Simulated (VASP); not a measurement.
A run of VASP 6.6.1 is set up as follows.

File POSCAR:

```
CaH16Cl2O8
1.0
    7.3545300000      0.0000000000      0.0000000000
    0.0000000000      7.3545300000      0.0000000000
    0.0000000000      0.0000000000      7.3545300000
O H Ca Cl
8 16 1 2
Direct
    0.3159277343     -0.1085589426      0.1042078828
    0.7949250326      0.6713413366      0.2282946701
    0.8457372531      0.0466787137      0.7407951290
    0.4478736235      0.3912010693      0.2349436334
    0.1023042941      0.5445215398      0.5315363456
    0.2259831696      0.1329248776      0.6546033533
    0.6757739788      0.0985651021      0.0505266822
    0.6704303334      0.4169267105      0.8755420129
    0.3343109621      0.0187231543      0.0604253433
    0.2216864980     -0.0709630663      0.1839818452
    0.8931502081      0.7545009674      0.1970214276
    0.8615642332      0.5870667466      0.3200884353
    0.7879769339     -0.0178665394      0.6409247090
    0.9778870982      0.0207627136      0.7246690135
    0.3869723830      0.4017931805      0.3570180555
    0.5023298566      0.2724715244      0.2074911653
    0.2038199586      0.6237924109      0.5120653529
    0.1728730456      0.4648699509      0.6139617351
    0.1632463257      0.1161325061      0.5374374705
    0.2670055055      0.0288257713      0.7106776368
    0.7601981364      0.0807665480      0.1567741242
    0.7759163400      0.1199668776     -0.0509753852
    0.7631758930      0.4441888197      0.7750461280
    0.7037159411      0.2983875244      0.9205074967
    0.5229430025      0.6647603586      0.0409951418
    0.5053755984      0.7546369381      0.6848704132
    1.0013012388      0.9932653752      0.3151527018
```

Contents of INCAR.step1:

```
PREC = Accurate ; ENCUT = 520
ISMEAR = -1 ; SIGMA = 0.02
LREAL = Auto ; LASPH = T
NELM = 60 ; NBANDS = 63
GGA = PE ; ALGO = Normal
EDIFF = 1E-4 ; LWAVE = T
LCHARG = F
```

The input INCAR.step2:

```
PREC = Accurate ; ENCUT = 520
EDIFF = 1E-6 ; ISMEAR = -1
SIGMA = 0.02 ; LREAL = Auto
LASPH = T ; NELM = 60
ALGO = Normal ; ISIF = 2
LWAVE = F ; LCHARG = T
METAGGA = R2SCAN ; LMIXTAU = T
IVDW = 12 ; VDW_S6 = 1.0
VDW_S8 = 0.78981345 ; VDW_A1 = 0.49484001
VDW_A2 = 5.73083694 ; LELF = T
LVHAR = T ; NBANDS = 63
ISTART = 1
```

The input KPOINTS:

```
Automatic mesh
0
Gamma
  1 1 1
```

Potentials or basis: VASP PAW PBE potentials, release 64 (O, H, Ca_sv, Cl).

Run with:

```sh
$ cat potpaw_PBE.64/O/POTCAR potpaw_PBE.64/H/POTCAR potpaw_PBE.64/Ca_sv/POTCAR potpaw_PBE.64/Cl/POTCAR > POTCAR
$ cp INCAR.step1 INCAR
$ mpirun -np 1 vasp_gam > vasp.out
$ cp INCAR.step2 INCAR
$ mpirun -np 1 vasp_gam > vasp.out
```

Problem. Estimate the pressure.

Solution. -2.1 GPa.

Problem. Estimate the band gap on the k mesh.

Solution. 4.35 eV, direct.

Problem. What does it give for the largest force?

Solution. 3.681 eV/Å.

Problem. Estimate the dispersion energy per atom.

Solution. -0.020 eV.

Stress tensor (GPa, compression positive):
```
-2.48  0.67 -0.34
 0.67 -0.59  0.18
-0.34  0.18 -3.30
```

Caveat: the PAW data sets were made with another functional, which shifts forces and pressure a little. r2SCAN opens gaps a little over a GGA but as a rule still falls short of measured ones.
